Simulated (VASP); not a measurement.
Crystal: NbWS4.

```xyz
12
Lattice="13.5440 0.0708 -0.1370 0.0173 3.2776 0.0032 -0.0580 0.0056 5.6607" Properties=species:S:1:pos:R:3 pbc="T T T"
Nb   10.0510    0.2531    3.7193
Nb    3.3234    0.1368    1.7434
W    10.3176    1.7426    0.8734
W     3.2150    1.7324    4.6714
S    11.7530    3.1751    1.7636
S     8.5509    0.1573    1.5815
S    11.8000    1.5075    4.7746
S     8.5261    1.7575    4.5608
S     4.9206    0.0501    3.8761
S     2.0639    3.2828    3.8595
S     4.9899    1.6621    0.8026
S     1.9613    1.5739    0.7143
```

The cell was built by a generator and needn't be a form met in nature.

| Quantity | Value |
| --- | --- |
| Program | VASP 6.6.1 |
| Task | relaxation of cell and atoms |
| Functional | PBE |
| Potentials or basis | VASP PAW PBE potentials, release 64 (Nb_sv, W_sv, S) |
| Cutoff | 520 eV |
| k mesh | 2 × 7 × 4 |
| Occupations | gaussian, width 0.15 eV |
| Spin | no spin polarisation |

At the start: pressure 6.5 GPa; volume 20.94 Å³/atom.

**Question.** How do energy, volume and symmetry change on relaxing?

**Answer.** Over 23 steps the energy falls by 304.3 meV/atom and the volume is 20.98 Å³/atom (+0.2 %); space group P-1 (No. 2, to 0.05 Å).

Step by step:
```
step  energy change (eV)  largest force (eV/Å)  pressure (GPa)  volume (Å³)
   1              0.0000                9.1606            6.54       251.26
   2             -0.1586                5.8134          -11.02       283.60
   3             -2.6526                1.8301           -5.64       265.42
   4             -2.6562                1.8110           -5.41       264.97
   5             -3.1889                2.4189            5.18       244.56
   6             -3.2861                1.8036            1.77       249.95
   7             -3.5732                0.6660            0.84       250.03
   8             -3.5751                0.6314            0.86       250.03
   9             -3.6174                0.3598           -1.22       253.40
  10             -3.6182                0.3450           -1.00       252.99
  11             -3.6399                0.2992            0.34       250.83
  12             -3.6403                0.2641            0.22       251.06
  13             -3.6486                0.0967            0.09       251.30
  14             -3.6495                0.0824            0.05       251.39
  15             -3.6495                0.0920            0.05       251.40
  16             -3.6504                0.0536           -0.08       251.64
  17             -3.6505                0.0476           -0.10       251.70
  18             -3.6508                0.0385            0.09       251.40
  19             -3.6508                0.0319            0.10       251.45
  20             -3.6511                0.0337            0.07       251.62
  21             -3.6511                0.0385            0.04       251.68
  22             -3.6511                0.0406            0.02       251.66
  23             -3.6513                0.0189            0.00       251.76
```

Final structure:
```yaml
crystal:
  lattice:
    - [13.53920, 0.20700, -0.28306]
    - [0.05059, 3.27548, 0.00089]
    - [-0.11901, 0.00108, 5.68088]
  atoms:
    - { symbol: Nb, position: [0.75240, 0.00299, 0.66994] }
    - { symbol: Nb, position: [0.25337, 0.00626, 0.32394] }
    - { symbol: W, position: [0.75238, 0.50288, 0.16111] }
    - { symbol: W, position: [0.25337, 0.50637, 0.83250] }
    - { symbol: S, position: [0.86589, 0.98887, 0.33769] }
    - { symbol: S, position: [0.63883, 0.01742, 0.31500] }
    - { symbol: S, position: [0.86846, 0.48824, 0.84882] }
    - { symbol: S, position: [0.63637, 0.51732, 0.82562] }
    - { symbol: S, position: [0.36697, 0.99171, 0.67869] }
    - { symbol: S, position: [0.13979, 0.02111, 0.65576] }
    - { symbol: S, position: [0.36938, 0.49136, 0.16819] }
    - { symbol: S, position: [0.13731, 0.52120, 0.14508] }
```
